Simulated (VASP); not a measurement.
Method: r2SCAN meta-GGA, VASP's PBE PAW potentials (set 64) (plane waves; VASP 6.6.1).

Input for VASP

File KPOINTS:
```
Automatic mesh
0
Gamma
9 9 3
0 0 0
```

POSCAR:
```
La
1
    1.8214836803    -3.1549024841    -0.0000000000
    1.8214836803     3.1549024841    -0.0000000000
   -0.0000000000     0.0000000000    11.8860711649
La
4
Direct
  0.0000000000   0.0000000000   0.5000000000
  0.0000000000   0.0000000000   0.0000000000
  0.3333330000   0.6666670000   0.2500000000
  0.6666670000   0.3333330000   0.7500000000
```

**INCAR**
```
! general
SYSTEM  = La
PREC    = Accurate
ENCUT   = 520
LREAL   = F
LASPH   = T

! electronic loop
EDIFF   = 1E-6
NELM    = 100
ALGO    = Normal
LMAXMIX = 6
LMIXTAU = T

! smearing
ISMEAR  = 1
SIGMA   = 0.1

! functional
METAGGA = R2SCAN

! ions
IBRION  = 2
NSW     = 60
ISIF    = 3
EDIFFG  = -0.02

! output
LWAVE   = F
LCHARG  = F
```

POTCAR, in this order: La (PBE.64 set). Program: vasp_std.

Output

**OUTCAR**
```
 ion  position               nearest neighbor table
   1  0.000  0.000  0.500-   3 3.64   4 3.64   4 3.64   3 3.64   4 3.64   3 3.64
   2  0.000  0.000  0.000-   3 3.64   4 3.64   4 3.64   3 3.64   4 3.64   3 3.64
   3  0.333  0.667  0.250-   1 3.64   2 3.64   1 3.64   2 3.64   1 3.64   2 3.64
   4  0.667  0.333  0.750-   1 3.64   2 3.64   1 3.64   2 3.64   1 3.64   2 3.64
  LATTYP: Found a hexagonal cell.
 ALAT       =     3.6429675378
 C/A-ratio  =     3.2627441890
 Subroutine PRICEL returns:
 Original cell was already a primitive cell.
 Subroutine GETGRP returns: Found 24 space group operations
The static configuration has the point symmetry D_3d.
 The point group associated with its full space group is D_6h.
The dynamic configuration has the point symmetry D_3d.
 Subroutine INISYM returns: Found 24 space group operations
 Subroutine IBZKPT returns following result:
 Found     24 irreducible k-points:

 Following reciprocal coordinates:
            Coordinates               Weight
  0.000000  0.000000  0.000000      1.000000
  0.111111  0.000000  0.000000      6.000000
  0.222222  0.000000  0.000000      6.000000
  0.333333  0.000000  0.000000      6.000000
  0.444444  0.000000  0.000000      6.000000
  0.111111  0.111111  0.000000      6.000000
  0.222222  0.111111  0.000000     12.000000
  0.333333  0.111111  0.000000     12.000000
  0.444444  0.111111  0.000000      6.000000
  0.222222  0.222222  0.000000      6.000000
  0.333333  0.222222  0.000000     12.000000
  0.333333  0.333333  0.000000      2.000000
  0.000000  0.000000  0.333333      2.000000
  0.111111  0.000000  0.333333     12.000000
  0.222222  0.000000  0.333333     12.000000
  0.333333  0.000000  0.333333     12.000000
  0.444444  0.000000  0.333333     12.000000
  0.111111  0.111111  0.333333     12.000000
  0.222222  0.111111  0.333333     24.000000
  0.333333  0.111111  0.333333     24.000000
  0.444444  0.111111  0.333333     12.000000
  0.222222  0.222222  0.333333     12.000000
  0.333333  0.222222  0.333333     24.000000
  0.333333  0.333333  0.333333      4.000000
   k-points           NKPTS =     24   k-points in BZ     NKDIM =     24   number of bands    NBANDS=     26
   number of dos      NEDOS =    301   number of ions     NIONS =      4
   total plane-waves  NPLWV =  70560
   dimension x,y,z NGX =    28 NGY =   28 NGZ =   90
   dimension x,y,z NGXF=    56 NGYF=   56 NGZF=  180
   ions per type =               4
   PREC   = accura    normal or accurate (medium, high low for compatibility)
   ISTART =      0    job   : 0-new  1-cont  2-samecut
   ICHARG =      2    charge: 1-file 2-atom 10-const
   ISPIN  =      1    spin polarized calculation?
   LNONCOLLINEAR =      F non collinear calculations
   LSORBIT =      F    spin-orbit coupling
   INIWAV =      1    electr: 0-lowe 1-rand  2-diag
   ENCUT  =  520.0 eV  38.22 Ry    6.18 a.u.   6.77  6.77 22.10*2*pi/ulx,y,z
   NELM   =    100;   NELMIN=  2; NELMDL= -5     # of ELM steps
   EDIFF  = 0.1E-05   stopping-criterion for ELM
   LREAL  =      F    real-space projection
   NLSPLINE    = F    spline interpolate recip. space projectors
   LMAXMIX     =    6 max onsite mixed and CHGCAR
   VOSKOWN=      0    Vosko Wilk Nusair interpolation
   EDIFFG = -.2E-01   stopping-criterion for IOM
   NSW    =     60    number of steps for IOM
   NBLOCK =      1;   KBLOCK =     60    inner block; outer block
   IBRION =      2    ionic relax: 0-MD 1-quasi-New 2-CG
   NFREE  =      1    steps in history (QN), initial steepest desc. (CG)
   ISIF   =      3    stress and relaxation
   ISYM   =      2    0-nonsym 1-usesym 2-fastsym
   TEIN   =    0.0    initial temperature
   TEBEG  =    0.0;   TEEND  =   0.0 temperature during run
   SMASS  =  -3.00    Nose mass-parameter (am)
   PSTRESS=    0.0 pullay stress
...
```

OSZICAR:
```
...
DAV:   2     0.696576683067E+01   -0.46912E+03   -0.46275E+03  1936   0.487E+02
DAV:   3    -0.115874996021E+03   -0.12284E+03   -0.12178E+03  2338   0.297E+02
DAV:   4    -0.130758705984E+03   -0.14884E+02   -0.14695E+02  2304   0.103E+02
DAV:   5    -0.132753186060E+03   -0.19945E+01   -0.19532E+01  2448   0.351E+01    0.626E+00
DAV:   6    -0.126546076414E+03    0.62071E+01   -0.41295E+00  2256   0.159E+01    0.346E+00
DAV:   7    -0.117641101415E+03    0.89050E+01   -0.40694E+00  1736   0.169E+01    0.123E+00
DAV:   8    -0.120508833926E+03   -0.28677E+01   -0.26720E+00  2088   0.157E+01    0.885E-01
DAV:   9    -0.118718063659E+03    0.17908E+01   -0.47970E-01  2080   0.717E+00    0.228E-01
DAV:  10    -0.118690604080E+03    0.27460E-01   -0.30924E-01  1792   0.446E+00    0.196E-01
DAV:  11    -0.118838416744E+03   -0.14781E+00   -0.90369E-02  1992   0.224E+00    0.184E-01
DAV:  12    -0.118856129523E+03   -0.17713E-01   -0.13767E-02  2184   0.979E-01    0.178E-01
DAV:  13    -0.118832408061E+03    0.23721E-01   -0.27260E-02  1454   0.117E+00    0.103E-01
DAV:  14    -0.118859250364E+03   -0.26842E-01   -0.22798E-02  1720   0.110E+00    0.416E-02
DAV:  15    -0.118860657003E+03   -0.14066E-02   -0.22698E-03  2256   0.440E-01    0.519E-02
DAV:  16    -0.118860605534E+03    0.51469E-04   -0.12880E-04  2448   0.106E-01    0.473E-02
DAV:  17    -0.118860732062E+03   -0.12653E-03   -0.89245E-05  1752   0.731E-02    0.410E-02
DAV:  18    -0.118860548772E+03    0.18329E-03   -0.72106E-04  1712   0.230E-01    0.914E-03
DAV:  19    -0.118860309279E+03    0.23949E-03   -0.21455E-04  2048   0.106E-01    0.137E-02
DAV:  20    -0.118860713582E+03   -0.40430E-03   -0.98107E-05  2000   0.728E-02    0.120E-02
DAV:  21    -0.118860937624E+03   -0.22404E-03   -0.68565E-05  1800   0.741E-02    0.730E-03
DAV:  22    -0.118860982797E+03   -0.45173E-04   -0.21874E-05  2104   0.412E-02    0.300E-03
DAV:  23    -0.118861021064E+03   -0.38267E-04   -0.12765E-05  1588   0.309E-02    0.276E-03
DAV:  24    -0.118861021759E+03   -0.69569E-06   -0.70269E-07   828   0.140E-02
   1 F= -.11886102E+03 E0= -.11885956E+03  d E =-.118861E+03
       N       E                     dE             d eps       ncg     rms          rms(c)
DAV:   1    -0.119851931195E+03   -0.99091E+00   -0.39757E+01  2010   0.567E+01    0.545E+00
DAV:   2    -0.118583078048E+03    0.12689E+01   -0.43417E+00  2186   0.253E+01    0.216E+00
DAV:   3    -0.118938844593E+03   -0.35577E+00   -0.17429E+00  2056   0.101E+01    0.483E-01
DAV:   4    -0.118849606892E+03    0.89238E-01   -0.17985E-01  2234   0.356E+00    0.301E-01
DAV:   5    -0.118929981993E+03   -0.80375E-01   -0.33528E-02  2056   0.137E+00    0.211E-01
DAV:   6    -0.118946135550E+03   -0.16154E-01   -0.25845E-02  2312   0.136E+00    0.100E-01
DAV:   7    -0.118950759132E+03   -0.46236E-02   -0.97667E-03  1846   0.765E-01    0.443E-02
DAV:   8    -0.118950943194E+03   -0.18406E-03   -0.17651E-03  2312   0.365E-01    0.460E-02
DAV:   9    -0.118950988675E+03   -0.45481E-04   -0.79261E-04  2304   0.238E-01    0.152E-02
DAV:  10    -0.118951003567E+03   -0.14892E-04   -0.27867E-04  2032   0.134E-01    0.884E-03
DAV:  11    -0.118951040729E+03   -0.37163E-04   -0.39417E-05  2280   0.587E-02    0.669E-03
DAV:  12    -0.118951048220E+03   -0.74905E-05   -0.28802E-05  2104   0.458E-02    0.142E-03
DAV:  13    -0.118951057614E+03   -0.93945E-05   -0.43526E-06  1248   0.177E-02    0.994E-04
DAV:  14    -0.118951055011E+03    0.26030E-05   -0.75490E-07   844   0.209E-02    0.757E-04
DAV:  15    -0.118951055352E+03   -0.34059E-06   -0.40741E-07   822   0.111E-02
   2 F= -.11895106E+03 E0= -.11895066E+03  d E =-.900336E-01
       N       E                     dE             d eps       ncg     rms          rms(c)
DAV:   1    -0.119097845805E+03   -0.14679E+00   -0.63996E+00  1940   0.236E+01    0.204E+00
DAV:   2    -0.118917171090E+03    0.18067E+00   -0.56545E-01  2086   0.850E+00    0.955E-01
DAV:   3    -0.118957130877E+03   -0.39960E-01   -0.32396E-01  1872   0.455E+00    0.201E-01
DAV:   4    -0.118942611469E+03    0.14519E-01   -0.46724E-02  2196   0.186E+00    0.108E-01
DAV:   5    -0.118954085352E+03   -0.11474E-01   -0.73434E-03  1968   0.683E-01    0.742E-02
DAV:   6    -0.118957854719E+03   -0.37694E-02   -0.50635E-03  1966   0.638E-01    0.414E-02
DAV:   7    -0.118958054821E+03   -0.20010E-03   -0.11663E-03  2304   0.278E-01    0.304E-02
DAV:   8    -0.118958032302E+03    0.22518E-04   -0.19168E-04  2320   0.107E-01    0.150E-02
DAV:   9    -0.118957987261E+03    0.45041E-04   -0.12988E-04  2240   0.943E-02    0.653E-03
DAV:  10    -0.118958021525E+03   -0.34264E-04   -0.20008E-05  2152   0.442E-02    0.380E-03
DAV:  11    -0.118958030406E+03   -0.88815E-05   -0.87614E-06  1704   0.246E-02    0.313E-03
DAV:  12    -0.118958034379E+03   -0.39728E-05   -0.67692E-06  1184   0.266E-02    0.248E-03
DAV:  13    -0.118958033447E+03    0.93224E-06   -0.74415E-07   796   0.239E-02
   3 F= -.11895803E+03 E0= -.11895751E+03  d E =-.970117E-01
       N       E                     dE             d eps       ncg     rms          rms(c)
DAV:   1    -0.118959054688E+03   -0.10203E-02   -0.44783E-02  1918   0.204E+00    0.167E-01
DAV:   2    -0.118958055319E+03    0.99937E-03   -0.37541E-03  2054   0.677E-01    0.825E-02
DAV:   3    -0.118958063984E+03   -0.86658E-05   -0.22229E-03  1784   0.386E-01    0.170E-02
DAV:   4    -0.118957984107E+03    0.79877E-04   -0.37905E-04  2158   0.161E-01    0.867E-03
DAV:   5    -0.118958051441E+03   -0.67334E-04   -0.65528E-05  1934   0.663E-02    0.567E-03
DAV:   6    -0.118958080226E+03   -0.28785E-04   -0.36632E-05  1856   0.543E-02    0.350E-03
DAV:   7    -0.118958087519E+03   -0.72935E-05   -0.58908E-06  1350   0.242E-02    0.257E-03
DAV:   8    -0.118958086960E+03    0.55899E-06   -0.58037E-07   732   0.173E-02
   4 F= -.11895809E+03 E0= -.11895759E+03  d E =-.970652E-01
       N       E                     dE             d eps       ncg     rms          rms(c)
DAV:   1    -0.118960779723E+03   -0.26922E-02   -0.25159E-01  1916   0.938E+00    0.238E-01
DAV:   2    -0.118958508404E+03    0.22713E-02   -0.91332E-03  2160   0.110E+00    0.130E-01
DAV:   3    -0.118958577086E+03   -0.68683E-04   -0.37366E-03  2136   0.619E-01    0.313E-02
DAV:   4    -0.118958726003E+03   -0.14892E-03   -0.39735E-04  2222   0.209E-01    0.250E-02
DAV:   5    -0.118958686056E+03    0.39947E-04   -0.20707E-04  1888   0.124E-01    0.128E-02
DAV:   6    -0.118958758380E+03   -0.72324E-04   -0.13983E-04  1954   0.120E-01    0.448E-03
DAV:   7    -0.118958766692E+03   -0.83125E-05   -0.11760E-05  1344   0.311E-02    0.169E-03
DAV:   8    -0.118958764731E+03    0.19612E-05   -0.20404E-06   924   0.293E-02    0.105E-03
DAV:   9    -0.118958765493E+03   -0.76154E-06   -0.77733E-07   786   0.156E-02
   5 F= -.11895877E+03 E0= -.11895838E+03  d E =-.678532E-03
       N       E                     dE             d eps       ncg     rms          rms(c)
DAV:   1    -0.118962971159E+03   -0.42064E-02   -0.50146E-01  1912   0.133E+01    0.336E-01
DAV:   2    -0.118958485484E+03    0.44857E-02   -0.18286E-02  2156   0.155E+00    0.185E-01
DAV:   3    -0.118958608894E+03   -0.12341E-03   -0.74295E-03  2144   0.875E-01    0.438E-02
DAV:   4    -0.118958920531E+03   -0.31164E-03   -0.79588E-04  2232   0.296E-01    0.351E-02
DAV:   5    -0.118958828617E+03    0.91913E-04   -0.41186E-04  1884   0.177E-01    0.179E-02
DAV:   6    -0.118958979034E+03   -0.15042E-03   -0.26120E-04  1920   0.166E-01    0.613E-03
DAV:   7    -0.118958990894E+03   -0.11860E-04   -0.22027E-05  1656   0.417E-02    0.240E-03
DAV:   8    -0.118958988592E+03    0.23014E-05   -0.27447E-06  1224   0.317E-02    0.148E-03
DAV:   9    -0.118958989876E+03   -0.12835E-05   -0.17234E-06   936   0.203E-02    0.104E-03
DAV:  10    -0.118958988627E+03    0.12484E-05   -0.72456E-07   788   0.176E-02    0.437E-04
DAV:  11    -0.118958988838E+03   -0.21029E-06   -0.33723E-07   762   0.128E-02
   6 F= -.11895899E+03 E0= -.11895878E+03  d E =-.901877E-03
```

File OUTCAR:
```
------------------------ aborting loop because EDIFF is reached ----------------------------------------
  FORCE on cell =-STRESS in cart. coord.  units (eV):
  Direction    XX          YY          ZZ          XY          YZ          ZX
  --------------------------------------------------------------------------------------
  Total        0.0035776      0.0035776      0.0334071      0.0000000      0.0000000      0.0000000
  in kB        0.0383439      0.0383439      0.3580480      0.0000000      0.0000000      0.0000000
  external PRESSURE =       0.1449119 kB  Pullay stress =       0.0000000 kB
  volume of cell :      149.49
      direct lattice vectors                 reciprocal lattice vectors
     1.895493105 -3.283090594  0.000000000     0.263783603 -0.152295523  0.000000000
     1.895493105  3.283090594  0.000000000     0.263783603  0.152295523  0.000000000
     0.000000000  0.000000000 12.010842566     0.000000000  0.000000000  0.083258106
 POSITION                                       TOTAL-FORCE (eV/Angst)
 -----------------------------------------------------------------------------------
      0.00000      0.00000      6.00542        -0.000000     -0.000000     -0.000000
      0.00000      0.00000      0.00000        -0.000000     -0.000000     -0.000000
      1.89549      1.09437      3.00271         0.000000      0.000000     -0.000000
      1.89549     -1.09437      9.00813        -0.000000     -0.000000      0.000000
 -----------------------------------------------------------------------------------
    total drift:                                0.000000     -0.000000     -0.000000
  FREE ENERGIE OF THE ION-ELECTRON SYSTEM (eV)
  ---------------------------------------------------
  free  energy   TOTEN  =      -118.9589888377 eV

  energy  without entropy=     -118.9583558750  energy(sigma->0) =     -118.95877785

 reached required accuracy - stopping structural energy minimisation
```
(Selected blocks of OUTCAR.)

### CONTCAR
```
La
   1.00000000000000
     1.8954931053558546   -3.2830905935848196    0.0000000000000000
     1.8954931053558546    3.2830905935848196    0.0000000000000000
     0.0000000000000000    0.0000000000000000   12.0108425663531246
  La
     4
Direct
     0.0000000000000000    0.0000000000000000    0.5000000000000000
     0.0000000000000000    0.0000000000000000    0.0000000000000000
     0.3333330000000032    0.6666669999999968    0.2500000000000000
     0.6666669999999968    0.3333330000000032    0.7500000000000000
```

Energy and stress use the plane-wave basis of the starting cell.

The compound is La in the dhcp structure. This run relaxes it. Symmetry was kept, so distortions that lower it aren't found. The start is the result of an earlier pass.
